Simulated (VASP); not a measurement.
Crystal: CoO.

```
Co O
1.0
     0.00000    2.13150    2.13150
     2.13150    0.00000    2.13150
     2.13150    2.13150    0.00000
Co O
1 1
Direct
  0.00000 0.00000 0.00000
  0.50000 0.50000 0.50000
```

Base run:

- Program: VASP 6.6.1
- Functional: PBEsol
- Potentials or basis: VASP PAW PBE potentials, release 64 (Co, O)
- Cutoff: 520 eV
- k mesh: 8 × 8 × 8
- Occupations: gaussian, width 0.05 eV
- Spin: collinear spin, ferromagnetic start
- Starting moments: [2.0, 0.0] μB
- Hubbard terms: Co d U = 7 eV

Its results: pressure -12.1 GPa; site moments Co +2.82; O +0.21 μB.

Problem. The run is repeated on the same cell with these changes: fixed moment from none to 2 μB. What comes out?

Solution. Pressure -14.4 GPa; site moments Co +2.20; O -0.15 μB.

Caveats: the PAW data sets were made with another functional, which shifts forces and pressure a little; a cell with one magnetic atom can't hold antiferromagnetic order, which such compounds often take; the total moment is fixed, so each spin has its own Fermi level (some runs).
